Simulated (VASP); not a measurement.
```
CELL_PARAMETERS angstrom
      2.08726    -3.61524     0.00000
      2.08726     3.61524     0.00000
      0.00000     0.00000     6.78398
ATOMIC_POSITIONS crystal
  Cd 0.66667 0.33333 0.50001
  Cd 0.33333 0.66667 0.00001
  S  0.66667 0.33333 0.87699
  S  0.33333 0.66667 0.37699
```

Computed with rev-vdW-DF2, VASP's PBE PAW potentials (set 64) (plane waves; VASP 6.6.1). Run with 520 eV cut-off, 6×6×3 Γ-centred mesh, Gaussian smearing of 0.050 eV, potentials Cd S.

Q: Predict the energy per atom (σ→0), band gap (on the k-mesh) with the smallest direct gap where there is one.

A: 
The band gap (on the k-mesh) is 1.00 eV and the smallest direct gap (on the k-mesh) comes out as 1.00 eV. The energy per atom (σ→0) is -0.970 eV/atom.

The absolute energy has meaning only against runs of the same code, potentials and settings.

The compound is CdS in the wurtzite structure. It was relaxed first. The start is the result of an earlier pass.
